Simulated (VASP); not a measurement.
AlSn under changes of volume

One of the cells (25.741 Å³/atom); the others are scaled copies at fixed shape and fractional positions:

```
Sn Al
1.0
     4.22591    0.00000    0.00000
    -2.11295    3.65974    0.00000
     0.00000    0.00000    3.32875
Sn Al
1 1
Direct
  0.33333 0.66667 0.50000
  0.00000 0.00000 0.00000
```

The cell comes from a database or a generator and needn't be the stable form of this composition.

| Quantity | Value |
| --- | --- |
| Program | VASP 6.6.1 |
| Functional | PBE |
| Potentials or basis | VASP PAW PBE potentials, release 64 (Sn_d, Al) |
| Cutoff | 520 eV |
| k mesh | 7 × 7 × 8 |
| Occupations | fermi-dirac, width 0.05 eV |
| Spin | no spin polarisation |

| volume (Å³/atom) | energy over the lowest point (meV/atom) | pressure (GPa) |
| --- | --- | --- |
| 23.722 | 18.14 | 3.9 |
| 24.227 | ? | ? |
| 24.731 | 1.72 | 1.3 |
| 25.741 | 0.00 | -0.8 |
| 26.245 | 3.68 | -1.6 |
| 26.750 | 9.84 | -2.4 |

What does the run at 24.227 Å³/atom give?

Energy over the lowest point 7.89 meV/atom; pressure 2.5 GPa.

Worked out: A Birch-Murnaghan fit of order 3 (a polynomial in V^(-2/3)) to the other rows has its minimum at 25.36 Å³/atom with B0 = V·E''(V) = 50 GPa and B' = 5.2 at fixed shape and positions, which overstates the stiffness. It gives 7.85 meV/atom at 24.227 Å³/atom, against the run's 7.89, and -dE/dV = 2.6 GPa, against 2.5.

Energies are extrapolated to zero smearing.
